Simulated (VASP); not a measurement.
Data:

```
CELL_PARAMETERS angstrom
      3.69832     0.00000     0.00000
      0.00000     3.69832     0.00000
      0.00000     0.00000     8.86028
ATOMIC_POSITIONS crystal
  Zr 0.00000 0.50000 0.26436
  Zr 0.50000 0.00000 0.73564
  Si 0.50000 0.50000 0.50000
  Si 0.00000 0.00000 0.50000
  Te 0.50000 0.00000 0.12921
  Te 0.00000 0.50000 0.87079
```

Computed with LDA (Ceperley-Alder, Perdew-Zunger) with spin-orbit coupling, VASP's LDA PAW potentials (set 64) (plane waves; VASP). Numerical set-up: 400 eV cut-off, 6×6×3 Γ-centred mesh, Gaussian smearing of 0.050 eV, potentials Zr_sv Si Te.

Task: Give the energies of bands 37 to 50 at the high-symmetry points, in eV from the Fermi level.

Result: 
| band | Γ | X | M | Z | R | A |
|---|---|---|---|---|---|---|
| 37 | -1.88 | -1.93 | -3.38 | -2.19 | -1.25 | -2.84 |
| 38 | -1.88 | -1.93 | -3.38 | -2.19 | -1.25 | -2.84 |
| 39 | -1.41 | -1.93 | -3.38 | -2.06 | -1.25 | -2.84 |
| 40 | -1.41 | -1.93 | -3.38 | -2.06 | -1.25 | -2.84 |
| 41 | -0.85 | -0.65 | -1.82 | -1.00 | -0.47 | -1.82 |
| 42 | -0.85 | -0.65 | -1.82 | -1.00 | -0.47 | -1.82 |
| 43 | -0.73 | -0.65 | -1.82 | -0.46 | -0.47 | -1.82 |
| 44 | -0.73 | -0.65 | -1.82 | -0.46 | -0.47 | -1.82 |
| 45 | 0.55 | 0.39 | 2.63 | 0.62 | 0.53 | 1.00 |
| 46 | 0.55 | 0.39 | 2.63 | 0.62 | 0.53 | 1.00 |
| 47 | 0.76 | 0.39 | 2.63 | 1.02 | 0.53 | 1.00 |
| 48 | 0.76 | 0.39 | 2.64 | 1.02 | 0.53 | 1.00 |
| 49 | 1.51 | 2.58 | 3.03 | 1.44 | 2.06 | 3.02 |
| 50 | 1.53 | 2.59 | 3.03 | 1.46 | 2.06 | 3.02 |

It has no gap at this level: it comes out as a metal or semimetal.

The structure comes from a computed database's ZrSiTe entry (P4/nmm); how it stands against other phases isn't given here. It was relaxed first, which changed the volume by -12 %.
